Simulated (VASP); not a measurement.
Consider the following.

```
LiCl
1.0
    3.57932     0.00000     0.00000
    0.00000     3.57932     0.00000
    0.00000     0.00000    24.89602
Li Cl
4 4
Direct
  0.00000   0.50000   0.35227
  0.50000   0.00000   0.44600
  0.00000   0.50000   0.55400
  0.50000   0.00000   0.64773
  0.00000   0.50000   0.44969
  0.50000   0.00000   0.34475
  0.00000   0.50000   0.65525
  0.50000   0.00000   0.55031
```

Calculation: PBEsol GGA, VASP's PBE PAW potentials (set 64) (plane waves; VASP). Run with PREC = Normal, 450 eV cut-off, 6×6×1 Γ-centred mesh, Gaussian smearing of 0.050 eV, potentials Li_sv Cl.

Q: Predict the energy per atom (σ→0).

A: 
The energy per atom (σ→0) is -3.789 eV/atom.

Only differences to runs with the same potentials and settings are physical.

The cell is a thin slab with vacuum, built from LiCl (rock salt): (100) face.
